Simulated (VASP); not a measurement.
## PdIn (CsCl type): computed properties

Method: LDA (Ceperley-Alder, Perdew-Zunger), VASP's LDA PAW potentials (set 64) (plane waves; VASP).

For PdIn, the space group is Pm-3m (221) and the cell is a = b = c = 3.218 Å, α = β = γ = 90.00°. The volume per atom comes out as 16.66 Å³/atom and the band gap (over mesh and band path) is none (metal, semimetal or under 0.01 eV). The band gap with spin-orbit coupling comes out as none (metallic) and the density comes out as 11.03 g/cm³.

```cif
data_InPd
_chemical_formula_sum 'In1 Pd1'
_space_group_name_H-M_alt 'Pm-3m'
_space_group_IT_number 221
_space_group_name_Hall '-P 4 2 3'
_cell_length_a 3.21792
_cell_length_b 3.21792
_cell_length_c 3.21792
_cell_angle_alpha 90.000
_cell_angle_beta 90.000
_cell_angle_gamma 90.000
loop_
_atom_site_label
_atom_site_type_symbol
_atom_site_symmetry_multiplicity
_atom_site_Wyckoff_symbol
_atom_site_fract_x
_atom_site_fract_y
_atom_site_fract_z
_atom_site_occupancy
In1 In 1 b 0.50000 0.50000 0.50000 1
Pd1 Pd 1 a 0.00000 0.00000 0.00000 1
```

Unless said otherwise, spin-orbit coupling is left out, though it shifts the bands of the heavy elements here.

The compound is PdIn in the CsCl type structure. It was relaxed first. Symmetry was kept, so distortions that lower it aren't found. The electron count is odd and the run is not spin-polarised, which forces a metal.
